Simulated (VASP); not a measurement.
These are PBE GGA, VASP's PBE PAW potentials (set 64) (plane waves; VASP) values and carry that method's errors.

VASP input:

### POSCAR
```
RuSe
2.9937560
  1.0000000000   0.0000000000   0.0000000000
  0.0000000000   1.0000000000   0.0000000000
  0.0000000000   0.0000000000   1.0000000000
Ru Se
1 1
Cart
  0.0000000000   0.0000000000   0.0000000000
  0.5000000000   0.5000000000   0.5000000000
```

File KPOINTS:
```
Automatic mesh
0
Monkhorst
9 9 9
```

**INCAR**
```
SYSTEM = RuSe
PREC = Accurate; ENCUT = 400; LREAL = .FALSE.
LASPH = .TRUE.
EDIFF = 1E-6; NELM = 100; ALGO = Normal
LMAXMIX = 4
ISMEAR = 0; SIGMA = 0.05
GGA = PE
ISIF = 2
LWAVE = .FALSE.; LCHARG = .FALSE.
```

POTCAR, in this order: Ru_pv Se (PBE.64 set). Program: vasp_std.

Output of the run:

**OSZICAR**
```
       N       E                     dE             d eps       ncg     rms          rms(c)
DAV:   1     0.130409179378E+03    0.13041E+03   -0.10278E+04   996   0.117E+03
DAV:   2    -0.876000521231E+01   -0.13917E+03   -0.13665E+03  1148   0.331E+02
DAV:   3    -0.120432543903E+02   -0.32832E+01   -0.32697E+01  1208   0.519E+01
DAV:   4    -0.120646722744E+02   -0.21418E-01   -0.21416E-01  1170   0.429E+00
DAV:   5    -0.120650425808E+02   -0.37031E-03   -0.37030E-03  1226   0.441E-01    0.167E+01
DAV:   6    -0.118634180279E+02    0.20162E+00   -0.15882E+00  1016   0.131E+01    0.766E+00
DAV:   7    -0.118207869673E+02    0.42631E-01   -0.39038E-01  1016   0.605E+00    0.544E+00
DAV:   8    -0.118025258753E+02    0.18261E-01   -0.75556E-02  1040   0.292E+00    0.389E-01
DAV:   9    -0.118023345497E+02    0.19133E-03   -0.17260E-03  1130   0.348E-01    0.785E-02
DAV:  10    -0.118023118892E+02    0.22661E-04   -0.22944E-04  1112   0.164E-01    0.196E-02
DAV:  11    -0.118023090030E+02    0.28862E-05   -0.62123E-06  1186   0.306E-02    0.414E-03
DAV:  12    -0.118023088210E+02    0.18197E-06   -0.71101E-07   586   0.892E-03
   1 F= -.11802309E+02 E0= -.11800506E+02  d E =-.360564E-02
```

File OUTCAR:
```
------------------------ aborting loop because EDIFF is reached ----------------------------------------
  FORCE on cell =-STRESS in cart. coord.  units (eV):
  Direction    XX          YY          ZZ          XY          YZ          ZX
  --------------------------------------------------------------------------------------
  Total        5.4083132      5.4083132      5.4083132     -0.0000000      0.0000000     -0.0000000
  in kB      322.9410221    322.9410221    322.9410221     -0.0000000      0.0000000     -0.0000000
  external PRESSURE =     322.9410221 kB  Pullay stress =       0.0000000 kB
  volume of cell :       26.83
      direct lattice vectors                 reciprocal lattice vectors
     2.993756000  0.000000000  0.000000000     0.334028558  0.000000000  0.000000000
     0.000000000  2.993756000  0.000000000     0.000000000  0.334028558  0.000000000
     0.000000000  0.000000000  2.993756000     0.000000000  0.000000000  0.334028558
 POSITION                                       TOTAL-FORCE (eV/Angst)
 -----------------------------------------------------------------------------------
      0.00000      0.00000      0.00000         0.000000      0.000000      0.000000
      1.49688      1.49688      1.49688         0.000000      0.000000      0.000000
 -----------------------------------------------------------------------------------
    total drift:                               -0.000000      0.000000     -0.000000
  FREE ENERGIE OF THE ION-ELECTRON SYSTEM (eV)
  ---------------------------------------------------
  free  energy   TOTEN  =       -11.8023088210 eV

  energy  without entropy=      -11.7987031833  energy(sigma->0) =      -11.80050600
```
(Selected blocks of OUTCAR.)

The structure was generated: RuSe was put into the CsCl type (Pm-3m), which need not be its known phase. The cell was not relaxed at this level. The run is one of a series of settings (KPOINTS 9×9×9 Monkhorst-Pack mesh against the base run), some of them coarse on purpose.
